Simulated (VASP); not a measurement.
Given:

```
CELL_PARAMETERS angstrom
      0.00000     3.34679     3.34679
      3.34679     0.00000     3.34679
      3.34679     3.34679     0.00000
ATOMIC_POSITIONS crystal
  In 0.00000 0.00000 0.00000
  Sb 0.25000 0.25000 0.25000
```

Computed with PBE GGA, VASP's PBE PAW potentials (set 64) (plane waves; VASP). Numerical set-up: 300 eV cut-off, 9×9×9 Γ-centred mesh, Fermi-Dirac smearing of 0.10 eV, potentials In_d Sb.

Give the energies of bands 7 to 12 at the high-symmetry points, in eV from the Fermi level.

| band | Γ | X | U | L | W |
|---|---|---|---|---|---|
| 7 | -0.73 | -5.52 | -5.41 | -5.20 | -5.44 |
| 8 | 0.00 | -1.96 | -2.70 | -0.87 | -2.48 |
| 9 | 0.00 | -1.96 | -1.66 | -0.87 | -2.34 |
| 10 | 0.00 | 1.36 | 1.65 | 0.38 | 3.16 |
| 11 | 2.96 | 1.51 | 3.54 | 3.79 | 3.97 |
| 12 | 2.96 | 7.58 | 5.92 | 3.79 | 4.02 |

It has no gap at this level: it comes out as a metal or semimetal.

The structure comes from a computed database's InSb entry; how it stands against other phases isn't given here. The cell was not relaxed at this level.
